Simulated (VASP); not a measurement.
Input:

```
Sb
1.0
    4.03649    -2.19810     0.00000
    4.03649     2.19810     0.00000
    2.83950     0.00000     3.61416
Sb
2
Cartesian
  2.54806   0.00000   0.84391
  8.36441   0.00000   2.77025
```

Calculation: PBE GGA, VASP's PBE PAW potentials (set 64) (plane waves; VASP). Numerical set-up: 520 eV cut-off, 9×9×9 Γ-centred mesh, first-order Methfessel-Paxton smearing of 0.10 eV, potentials Sb.

Estimate the energy per atom (σ→0), largest force.

- energy per atom (σ→0) = -4.140 eV/atom
- largest force = 0.081 eV/Å

The compound is Sb in the a7 structure. The cell was not relaxed at this level. The run is one of a series of settings (ENCUT = 520 against the base run), some of them coarse on purpose.
